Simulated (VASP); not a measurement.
Given:

```yaml
crystal:
  lattice:
    - [0.00000, 2.55920, 2.55920]
    - [2.55920, 0.00000, 2.55920]
    - [2.55920, 2.55920, 0.00000]
  atoms:
    - { symbol: Zr, position: [0.00000, 0.00000, 0.00000] }
    - { symbol: O, position: [0.25000, 0.25000, 0.25000] }
    - { symbol: O, position: [0.75000, 0.75000, 0.75000] }
```

Calculation: PBE GGA, VASP's PBE PAW potentials (set 64) (plane waves; VASP 6.6.1). Numerical set-up: 520 eV cut-off, Gaussian smearing of 0.050 eV, potentials Zr_sv O.

**Question.** Give the energies of bands 7 to 15 at the high-symmetry points, in eV from the valence-band maximum.

**Answer.** 
| band | Γ | X | U | L | W |
|---|---|---|---|---|---|
| 7 | -5.13 | -5.82 | -5.23 | -4.14 | -4.67 |
| 8 | -5.13 | -3.12 | -3.57 | -4.14 | -4.59 |
| 9 | -5.13 | -3.12 | -3.04 | -2.50 | -2.35 |
| 10 | -0.53 | -1.49 | -2.17 | -2.46 | -2.35 |
| 11 | -0.53 | -1.49 | -1.20 | -1.63 | -1.36 |
| 12 | -0.53 | 0.00 | -0.33 | -1.63 | -0.20 |
| 13 | 3.31 | 3.74 | 3.96 | 3.93 | 4.37 |
| 14 | 3.31 | 4.65 | 4.66 | 3.93 | 4.50 |
| 15 | 6.46 | 5.68 | 6.01 | 5.93 | 6.14 |

The gap is indirect, 3.31 eV, from the valence maximum at X to the conduction minimum at Γ.

The compound is ZrO2 in the fluorite structure, the high-temperature cubic form, which is unstable at 0 K; the monoclinic form is the stable one. It was relaxed first.
